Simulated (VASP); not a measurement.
A VASP calculation is set up with these files.

KPOINTS:
```
Automatic mesh
0
Gamma
9 9 9
0 0 0
```

**POSCAR**
```
NiO
1.0
  3.9641806430   1.9729918112   1.9729918112
  1.9729918112   3.9641806430   1.9729918112
  1.9729918112   1.9729918112   3.9641806430
Ni O
2 2
Cart
  0.0000000000   0.0000000000   0.0000000000
  3.9550821327   3.9550821327   3.9550821327
  1.9775410664   1.9775410664   1.9775410664
  5.9326231991   5.9326231991   5.9326231991
```

**INCAR**
```
ALGO=Normal   # blocked Davidson
LASPH=.True.
NELM=100   # most electronic steps
IBRION=2   # conjugate gradients
EDIFF=1E-6
PREC=Accurate
ISMEAR=0   # Gaussian
SIGMA=0.05   # width (eV)
LCHARG=.False.
ISPIN=2
ENCUT=620
GGA=PE   # PBE
SYSTEM=NiO
NSW=40   # most ionic steps
EDIFFG=-0.02   # ionic stop
LMAXMIX=4   # l cut-off of mixed one-centre charges
PSTRESS=450
LREAL=.False.   # projection in real space or not
LWAVE=.False.
LORBIT=10
MAGMOM=1.4 -1.4 0.0 0.0
ISIF=3   # ions, shape and volume
```

POTCAR, in this order: Ni O (PBE.64 set). Program: vasp_std.

Question: Translate this PBE calculation to Ansatz.

Answer: One equivalent input (not run):
Ansatz 0.2 input:
```yaml
crystal:
  lattice:
    - [3.9641806, 1.9729918, 1.9729918]
    - [1.9729918, 3.9641806, 1.9729918]
    - [1.9729918, 1.9729918, 3.9641806]
  atoms:
    - { symbol: Ni, position: [0.0000000, 0.0000000, 0.0000000], spin: 1.4 }
    - { symbol: Ni, position: [0.5000000, 0.5000000, 0.5000000], spin: -1.4 }
    - { symbol: O, position: [0.2500000, 0.2500000, 0.2500000] }
    - { symbol: O, position: [0.7500000, 0.7500000, 0.7500000] }
kpoints:
  mp_grid: { grid: [9, 9, 9] }
hamiltonian:
  xc: pbe
  pseudopotentials: { kind: paw }
magnetization: { spin_polarized: true }
scf:
  occupations: { method: gaussian, width: 0.05 }
  max_iter: 100
relax:
  max_steps: 40
  f_tol: 0.02
  cell: { p_target: 45 }
output: { forces: true, stress: true, eigenvalues: true }
```
The two are equivalent in intent, not identical: each code has its own PAW files, so the cut-off isn't converted (ENCUT is set for VASP's; basis.ecutwfc is left out, and Ansatz then takes the one that its files recommend); Ansatz stops its SCF on the density residual and VASP on the energy change (EDIFF).

The compound is NiO in the rock salt, AFM-II order structure. It was relaxed first under an external pressure of 45 GPa.
